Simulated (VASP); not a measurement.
Input:

```yaml
crystal:
  lattice:
    - [0.00000, 2.75160, 2.75160]
    - [2.75160, 0.00000, 2.75160]
    - [2.75160, 2.75160, 0.00000]
  atoms:
    - { symbol: Yb, position: [0.00000, 0.00000, 0.00000] }
```

Calculation: PBE GGA, VASP's PBE PAW potentials (set 64) (plane waves; VASP). Numerical set-up: 300 eV cut-off, 14×14×14 Γ-centred mesh, Gaussian smearing of 0.27 eV, potentials Yb_2.

The 4f electrons are frozen in the core of the lanthanide potential, so 4f levels, which can set the real gap, and their magnetism are missing.

Q: What does the run give for the energy per atom (σ→0), band gap (on the k-mesh) with the smallest direct gap where there is one?

A: 
```yaml
band gap (on the k-mesh): none (metal, semimetal or under 0.01 eV)
energy per atom (σ→0): -1.463 eV/atom
```

Total energies compare only between runs with the same potentials, cut-off and functional.

The structure comes from a computed database's Yb entry; how it stands against other phases isn't given here. The cell was not relaxed at this level.
